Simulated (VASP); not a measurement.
# NaAg2 in VASP: a series of runs

One crystal, NaAg2, is run at these levels: PBE; tasks: single point.

Program: VASP 6.6.1. These are calculated values, not measurements. Logs are shortened: lines on timing, memory, paths and dates and some standing lists are left out, and cuts for length are marked.

### Step 1. Starting point

The cell holds a amorphous, 12 atoms: a = 4.693 Å, b = 7.765 Å, c = 7.393 Å, α = 78.07°, β = 95.13°, γ = 83.26°.

The cell was built by a generator and needn't be a form met in nature.

### Step 2. Single point, PBE

Input file INCAR:

```
SYSTEM = NaAg2
PREC = Accurate ; ENCUT = 520
EDIFF = 1E-6 ; ISMEAR = -1
SIGMA = 0.1 ; LREAL = .FALSE.
LASPH = .TRUE. ; NELM = 100
ALGO = Fast ; ISIF = 2
LWAVE = .FALSE. ; LCHARG = .FALSE.
GGA = PE ; NBANDS = 70
```

Input file KPOINTS:

```
Automatic mesh
0
G
  3 2 2
  0 0 0
```

Input file POSCAR:

```
NaAg2
1.0
    4.6018060000      0.3773060000      0.8419190000
    0.2114120000      7.7487300000      0.4559350000
   -2.0514820000      1.1753170000      7.0047820000
Ag Na
8 4
Direct
    0.5596914234      0.0301248278      0.1419837467
    0.0342574612      0.0778656315      0.7026076366
    0.1779631695      0.7312545057      0.6895439292
    0.5960277403      0.3874455758      0.1651545933
    0.6488933073      0.7441536023      0.9181704331
    0.7764588694      0.6838516569      0.2944342336
    0.1093364257      0.8746219811      0.0546466418
    0.5136526482      0.1923297640      0.7926775173
    0.7661446818      0.4969523452      0.6851134365
    0.2348273398      0.4159022652      0.4437448591
    0.6093814038      0.9156378473      0.5402127969
    0.0640471651      0.1082584953      0.3178476700
```

Potentials or basis: VASP PAW PBE potentials, release 64 (Ag, Na_pv).

On the command line:

```console
> cat potpaw_PBE.64/Ag/POTCAR potpaw_PBE.64/Na_pv/POTCAR > POTCAR
> mpirun -np 1 vasp_std > vasp.out
```

OUTCAR:

```text
SYSTEM = NaAg2
   PREC = Accurate
   ENCUT = 520
   EDIFF = 1E-6
   ISMEAR = -1
   LREAL = .FALSE.
   LASPH = .TRUE.
   NELM = 100
   ISIF = 2
   GGA = PE

 ion  position               nearest neighbor table
   1  0.560  0.030  0.142-   8 2.61   7 2.65   6 2.73  12 2.79  12 2.83   4 2.84  11 2.87   7 2.90
                             5 3.04
   2  0.034  0.078  0.703-   8 2.60   8 2.69   7 2.72   3 2.72  11 2.79  12 2.82   5 3.53
   3  0.178  0.731  0.690-   5 2.68   2 2.72  11 2.79   9 2.81  11 2.88   9 3.13   5 3.13   7 3.15
                             6 3.44
   4  0.596  0.387  0.165-  10 2.81   1 2.84   6 2.85  12 2.87   5 3.04   8 3.42
   5  0.649  0.744  0.918-   3 2.68   7 2.69   6 2.72  11 2.82   9 2.87   7 2.96   4 3.04   1 3.04
                             3 3.13   8 3.38   2 3.53
   6  0.776  0.684  0.294-   5 2.72   1 2.73   7 2.78  10 2.78   4 2.85  11 2.90   9 2.96   3 3.44
                             7 3.46
   7  0.109  0.875  0.055-   1 2.65   5 2.69   2 2.72   6 2.78   1 2.90  12 2.93   5 2.96   3 3.15
                             6 3.46
   8  0.514  0.192  0.793-   2 2.60   1 2.61   2 2.69   9 2.77  10 2.90  11 3.14   5 3.38   4 3.42

   9  0.766  0.497  0.685-   8 2.77   3 2.81   5 2.87   6 2.96   3 3.13
  10  0.235  0.416  0.444-   6 2.78   4 2.81   8 2.90
  11  0.609  0.916  0.540-   2 2.79   3 2.79   5 2.82   1 2.87   3 2.88   6 2.90   8 3.14
  12  0.064  0.108  0.318-   1 2.79   2 2.82   1 2.83   4 2.87   7 2.93

  LATTYP: Found a triclinic cell.
 ALAT       =     4.6933789408
 B/A-ratio  =     2.6078553402
 C/A-ratio  =     1.9397670670
 COS(alpha) =     0.0007641818
 COS(beta)  =     0.5880672415
 COS(gamma) =     0.6384439320

  Lattice vectors:

 A1 = (   4.6018060000,   0.3773060000,   0.8419190000)
 A2 = (   6.9407180000,  -5.8188010000,   8.2326850000)
 A3 = (   6.6532880000,  -0.7980110000,  -6.1628630000)

Analysis of symmetry for initial positions (statically):
=====================================================================
 Subroutine PRICEL returns:
 Original cell was already a primitive cell.

 Routine SETGRP: Setting up the symmetry group for a
 triclinic supercell.

 Subroutine GETGRP returns: Found  1 space group operations
 (whereof  1 operations were pure point group operations)
 out of a pool of  2 trial point group operations.

The static configuration has the point symmetry C_1 .

Analysis of symmetry for dynamics (positions and initial velocities):
=====================================================================
 Subroutine PRICEL returns:
 Original cell was already a primitive cell.

 Routine SETGRP: Setting up the symmetry group for a
 triclinic supercell.

 Subroutine GETGRP returns: Found  1 space group operations
 (whereof  1 operations were pure point group operations)
 out of a pool of  2 trial point group operations.

The dynamic configuration has the point symmetry C_1 .

 Subroutine INISYM returns: Found  1 space group operations
 (whereof  1 operations are pure point group operations),
 and found     1 'primitive' translations

----------------------------------------------------------------------------------------

                                     Primitive cell

  volume of cell :     259.9926

  direct lattice vectors                    reciprocal lattice vectors
     4.601806000  0.377306000  0.841919000     0.206707005 -0.009293485  0.062097363
     0.211412000  7.748730000  0.455935000    -0.006359506  0.130626128 -0.023779972
    -2.051482000  1.175317000  7.004782000    -0.024430601 -0.007385335  0.136843826

  length of vectors
     4.693378941  7.765010520  7.393031808     0.216032955  0.132925226  0.139203557

  position of ions in fractional coordinates (direct lattice)
     0.559691423  0.030124828  0.141983747
     0.034257461  0.077865632  0.702607637
     0.177963170  0.731254506  0.689543929
     0.596027740  0.387445576  0.165154593
     0.648893307  0.744153602  0.918170433
     0.776458869  0.683851657  0.294434234
     0.109336426  0.874621981  0.054646642
     0.513652648  0.192329764  0.792677517
     0.766144682  0.496952345  0.685113437
     0.234827340  0.415902265  0.443744859
     0.609381404  0.915637847  0.540212797
     0.064047165  0.108258495  0.317847670

  ion indices of the primitive-cell ions
   primitive index   ion index
                 1           1
                 2           2
                 3           3
                 4           4
                 5           5
                 6           6
                 7           7
                 8           8
                 9           9
                10          10
                11          11
                12          12

----------------------------------------------------------------------------------------

 KPOINTS: Automatic mesh

Automatic generation of k-mesh.
 Grid dimensions read from file:
 generate k-points for:    3    2    2

 Generating k-lattice:

  Cartesian coordinates                     Fractional coordinates (reciprocal lattice)
     0.068902335 -0.003097828  0.020699121     0.333333333  0.000000000  0.000000000
    -0.003179753  0.065313064 -0.011889986     0.000000000  0.500000000  0.000000000
    -0.012215300 -0.003692668  0.068421913     0.000000000  0.000000000  0.500000000

  Length of vectors
     0.072010985  0.066462613  0.069601778

  Shift w.r.t. Gamma in fractional coordinates (k-lattice)
     0.000000000  0.000000000  0.000000000

 Subroutine IBZKPT returns following result:
 ===========================================

 Found      8 irreducible k-points:

 Following reciprocal coordinates:
            Coordinates               Weight
  0.000000  0.000000  0.000000      1.000000
  0.333333 -0.000000  0.000000      2.000000
  0.000000  0.500000  0.000000      1.000000
  0.333333  0.500000  0.000000      2.000000
  0.000000 -0.000000  0.500000      1.000000
  0.333333 -0.000000  0.500000      2.000000
  0.000000  0.500000  0.500000      1.000000
  0.333333  0.500000  0.500000      2.000000
   k-points           NKPTS =      8   k-points in BZ     NKDIM =      8   number of bands    NBANDS=     70
   number of dos      NEDOS =    301   number of ions     NIONS =     12
   total plane-waves  NPLWV = 120960
   dimension x,y,z NGX =    36 NGY =   60 NGZ =   56
   dimension x,y,z NGXF=    72 NGYF=  120 NGZF=  112
   ions per type =               8   4
   NGX,Y,Z   is equivalent  to a cutoff of  12.75, 12.85, 12.59 a.u.
   NGXF,Y,Z  is equivalent  to a cutoff of  25.50, 25.69, 25.19 a.u.
 SYSTEM =  NaAg2
   PREC   = accura    normal or accurate (medium, high low for compatibility)
   ISTART =      0    job   : 0-new  1-cont  2-samecut
   ICHARG =      2    charge: 1-file 2-atom 10-const
   ISPIN  =      1    spin polarized calculation?
   LNONCOLLINEAR =      F non collinear calculations
   LSORBIT =      F    spin-orbit coupling
   LASPH  =      T    aspherical Exc in radial PAW
   ENCUT  =  520.0 eV  38.22 Ry    6.18 a.u.   8.73 14.44 13.75*2*pi/ulx,y,z
   NELM   =    100;   NELMIN=  2; NELMDL= -5     # of ELM steps
   EDIFF  = 0.1E-05   stopping-criterion for ELM
   LREAL  =      F    real-space projection
   EDIFFG = 0.1E-04   stopping-criterion for IOM
   NSW    =      0    number of steps for IOM
   IBRION =     -1    ionic relax: 0-MD 1-quasi-New 2-CG
   NFREE  =      0    steps in history (QN), initial steepest desc. (CG)
   ISIF   =      2    stress and relaxation
   ISYM   =      2    0-nonsym 1-usesym 2-fastsym
   POTIM  = 0.5000    time-step for ionic-motion
   TEBEG  =    0.0;   TEEND  =   0.0 temperature during run
   PSTRESS=    0.0 pullay stress
   NELECT =     116.0000    total number of electrons
   NUPDOWN=      -1.0000    fix difference up-down
   EMIN   =  10.00;   EMAX   =-10.00  energy-range for DOS
   EFERMI =   0.00;   METHOD = LEGACY
   ISMEAR =    -1;   SIGMA  =   0.10  broadening in eV -4-tet -1-fermi 0-gaus
   EFERMI_NEDOS =   21; number of points for ismear=-14 and -15
   IALGO  =     68    algorithm
   IMIX   =      4    mixing-type and parameters
     AMIX     =   0.40;   BMIX     =  1.00
     AMIX_MAG =   1.60;   BMIX_MAG =  1.00
  volume/ion in A,a.u.               =      21.67       146.21
  Fermi-wavevector in a.u.,A,eV,Ry     =   1.250952  2.363956 21.291482  1.564880
  Thomas-Fermi vector in A             =   2.384922
   LORBIT       =      0    0 simple, 1 ext, 2 COOP (PROOUT), +10 PAW based schemes
   GGA     = PE    functional components
   LHFCALC =     F    Hartree Fock is set to
   AEXX    =    0.0000 exact exchange contribution
   IVDW    =     0    specifies the selected vdW correction
   LEPSILON=     F    determine dielectric tensor
   LRPA    =     F    only Hartree local field effects (RPA)
 non-spin polarized calculation
 RMM-DIIS sequential band-by-band and
  energy-cutoff  :      520.00
  volume of cell :      259.99
 maximum number of plane-waves:      7018
 NGX is ok and might be reduce to    36
   NGX = 17   NGY = 29   NGZ = 27

 number of electron     115.9999992 magnetization

 Free energy of the ion-electron system (eV)
  ---------------------------------------------------
  ext. energy  EPLUGINS =         0.00000000
  ---------------------------------------------------
  free energy    TOTEN  =       -24.49511218 eV

  energy without entropy =      -24.39490877  energy(sigma->0) =      -24.44501047

 E-fermi :   4.2874     XC(G=0):  -9.7383

 val. band max:        4.1971052084   @ k =   0.0000   0.5000   0.0000
 cond. band min:       4.3034886986   @ k =   0.0000   0.0000   0.0000
 fundamental gap:      0.1063834902
 Fermi energy:         4.2873765656

 k-point     1 :       0.0000    0.0000    0.0000
  band No.  band energies     occupation
      1     -19.9788      2.00000
      2     -19.9423      2.00000
      3     -19.9196      2.00000
      4     -19.8128      2.00000
      5     -19.7934      2.00000
      6     -19.7833      2.00000
[... 62 lines left out ...]
     69      10.4649      0.00000
     70      10.6632      0.00000

 k-point     2 :       0.3333   -0.0000    0.0000
  band No.  band energies     occupation
      1     -19.9807      2.00000
      2     -19.9437      2.00000
      3     -19.9197      2.00000
      4     -19.8145      2.00000
      5     -19.7953      2.00000
      6     -19.7839      2.00000
[... 62 lines left out ...]
     69       9.4309      0.00000
     70      10.8747      0.00000

 k-point     3 :       0.0000    0.5000    0.0000
  band No.  band energies     occupation
      1     -19.9788      2.00000
      2     -19.9423      2.00000
      3     -19.9195      2.00000
      4     -19.8129      2.00000
      5     -19.7939      2.00000
      6     -19.7829      2.00000
[... 62 lines left out ...]
     69      10.0730      0.00000
     70      10.1512      0.00000

 k-point     4 :       0.3333    0.5000    0.0000
  band No.  band energies     occupation
      1     -19.9807      2.00000
      2     -19.9437      2.00000
      3     -19.9196      2.00000
      4     -19.8143      2.00000
      5     -19.7960      2.00000
      6     -19.7840      2.00000
[... 62 lines left out ...]
     69       9.1941      0.00000
     70      10.3476      0.00000

 k-point     5 :       0.0000   -0.0000    0.5000
  band No.  band energies     occupation
      1     -19.9788      2.00000
      2     -19.9423      2.00000
      3     -19.9196      2.00000
      4     -19.8128      2.00000
      5     -19.7934      2.00000
      6     -19.7833      2.00000
[... 62 lines left out ...]
     69       9.7956      0.00000
     70      10.1886      0.00000

 k-point     6 :       0.3333   -0.0000    0.5000
  band No.  band energies     occupation
      1     -19.9807      2.00000
      2     -19.9437      2.00000
      3     -19.9197      2.00000
      4     -19.8145      2.00000
      5     -19.7953      2.00000
      6     -19.7839      2.00000
[... 62 lines left out ...]
     69       9.6148      0.00000
     70      10.5770      0.00000

 k-point     7 :       0.0000    0.5000    0.5000
  band No.  band energies     occupation
      1     -19.9788      2.00000
      2     -19.9423      2.00000
      3     -19.9195      2.00000
      4     -19.8128      2.00000
      5     -19.7939      2.00000
      6     -19.7829      2.00000
[... 62 lines left out ...]
     69       9.1212      0.00000
     70       9.6434      0.00000

 k-point     8 :       0.3333    0.5000    0.5000
  band No.  band energies     occupation
      1     -19.9807      2.00000
      2     -19.9437      2.00000
      3     -19.9196      2.00000
      4     -19.8143      2.00000
      5     -19.7960      2.00000
      6     -19.7841      2.00000
[... 62 lines left out ...]
     69       9.5677      0.00000
     70       9.7632      0.00000

------------------------ aborting loop because EDIFF is reached ----------------------------------------

  FORCE on cell =-STRESS in cart. coord.  units (eV):
  Direction    XX          YY          ZZ          XY          YZ          ZX
  --------------------------------------------------------------------------------------
  -------------------------------------------------------------------------------------
  Total        9.2932145      5.1866774      9.3031928      2.6402754     -0.4584051      1.3735175
  in kB       57.2684618     31.9623569     57.3299520     16.2704208     -2.8248733      8.4641581
  external PRESSURE =      48.8535903 kB  Pullay stress =       0.0000000 kB

 VOLUME and BASIS-vectors are now :
 -----------------------------------------------------------------------------
  energy-cutoff  :      520.00
  volume of cell :      259.99
      direct lattice vectors                 reciprocal lattice vectors
     4.601806000  0.377306000  0.841919000     0.206707005 -0.009293485  0.062097363
     0.211412000  7.748730000  0.455935000    -0.006359506  0.130626128 -0.023779972
    -2.051482000  1.175317000  7.004782000    -0.024430601 -0.007385335  0.136843826

 POSITION                                       TOTAL-FORCE (eV/Angst)
 -----------------------------------------------------------------------------------
      2.29068      0.61148      1.47952         0.377468      0.221533      0.185791
     -1.26728      1.44207      4.98596        -0.163050      0.201560     -0.031467
     -0.44104      6.54387      5.31334        -0.292056     -0.438878     -0.107738
      2.48590      3.42121      1.83533         0.231573      0.162392     -0.566843
      1.25979      7.09022      7.31718        -0.325434      0.082266      0.223262
      3.11366      5.93800      3.02795        -0.298548     -0.146302      0.258921
      0.57594      6.88269      0.87361         0.220432     -0.474423      0.115074
      0.77823      2.61576      6.07268         0.119013      0.227062      0.141925
      2.22521      4.94505      5.67068         0.012547     -0.363837      0.337799
      0.25822      3.83286      3.49567         0.199076      0.228088     -0.063676
      1.88959      7.95988      4.71459        -0.162237      0.277089     -0.287334
     -0.33444      1.23660      2.32973         0.081216      0.023448     -0.205713
 -----------------------------------------------------------------------------------
    total drift:                                0.000835     -0.000839      0.000696

  FREE ENERGIE OF THE ION-ELECTRON SYSTEM (eV)
  ---------------------------------------------------
  free  energy   TOTEN  =       -24.4951121822 eV

  energy  without entropy=      -24.3949087651  energy(sigma->0) =      -24.44501047
```

It took 2.4 min on 1 thread of Intel Xeon Platinum 8488C (Sapphire Rapids), shared host; peak memory 0.39 GiB.

Results:

- Free energy: -24.4951 eV
- Pressure: 4.9 GPa
- Largest force: 0.633 eV/Å
- Band gap on the k mesh: none (metal or under the smearing width)

Forces in eV/Å, atoms in the order of the input:
```
Ag   0.377  0.222  0.186
Ag  -0.163  0.202 -0.031
Ag  -0.292 -0.439 -0.108
Ag   0.232  0.162 -0.567
Ag  -0.325  0.082  0.223
Ag  -0.299 -0.146  0.259
Ag   0.220 -0.474  0.115
Ag   0.119  0.227  0.142
Na   0.013 -0.364  0.338
Na   0.199  0.228 -0.064
Na  -0.162  0.277 -0.287
Na   0.081  0.023 -0.206
```

Caveat: the k mesh is coarse (spacing up to 0.45 Å⁻¹), so the values aren't converged.

[end of part 1 of 3]
